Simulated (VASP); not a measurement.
Input of a VASP 6.6.1 run:

INCAR

```
SYSTEM = ScF3
PREC = Accurate
ENCUT = 600
EDIFF = 1E-7
ISMEAR = 0
SIGMA = 0.01
LREAL = .False.
LASPH = .True.
NELM = 80
ALGO = Fast
ISIF = 3
LWAVE = .False.
LCHARG = .False.
IBRION = 2
NSW = 80
EDIFFG = -0.002
```

File KPOINTS:

```
regular mesh
0
Gamma
  6 6 6
  0 0 0
```

The input POSCAR:

```
ScF3
1.0
    4.0200000000      0.0000000000      0.0000000000
    0.0000000000      4.0200000000      0.0000000000
    0.0000000000      0.0000000000      4.0200000000
Sc F
1 3
Direct
    0.0000000000      0.0000000000      0.0000000000
    0.5000000000      0.0000000000      0.0000000000
    0.0000000000      0.5000000000      0.0000000000
    0.0000000000      0.0000000000      0.5000000000
```

Potentials or basis: VASP PAW LDA potentials, release 64 (Sc_sv, F).

The run is started by

```console
$ cat potpaw_LDA.64/Sc_sv/POTCAR potpaw_LDA.64/F/POTCAR > POTCAR
$ mpirun -np 1 vasp_std > vasp.out
```

(1) Estimate the band gap on the k mesh.

(2) Estimate the relaxed cell.

## Answers

(1) 6.31 eV, indirect (least direct gap 6.84 eV).

(2) a = 3.980 Å, b = 3.980 Å, c = 3.980 Å, α = 90.00°, β = 90.00°, γ = 90.00°.
